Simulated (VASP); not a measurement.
Input:

```
CELL_PARAMETERS angstrom
      1.71613    -2.97242     0.00000
      1.71613     2.97242     0.00000
      0.00000     0.00000     5.19852
ATOMIC_POSITIONS crystal
  Zr 0.00000 0.00000 0.00000
  S  0.33333 0.66667 0.28810
  S  0.66667 0.33333 0.71190
```

The numbers are results of PBEsol GGA, VASP's PBE PAW potentials (set 64) (plane waves; VASP), not measurements. Run with 480 eV cut-off, 6×6×4 Γ-centred mesh, Gaussian smearing of 0.050 eV, potentials Zr_sv S.

Without a dispersion term in the relaxation, distances and binding between the weakly bound layers, chains or molecules are unreliable, and so is what depends on them.

Estimate the energy per atom (σ→0), pressure, band gap (on the k-mesh) with the smallest direct gap where there is one.

```yaml
band gap (on the k-mesh): none (metal, semimetal or under 0.01 eV)
energy per atom (σ→0): -710.0 kJ/mol of atoms
pressure: 15.01 GPa
```

Only differences to runs with the same potentials and settings are physical.

The compound is ZrS2 in the 1T layered structure. It was relaxed first under an external pressure of 15 GPa. The k-mesh is coarse (spacing up to 0.35 per Å, 2π included), so the numbers may not be converged in it.
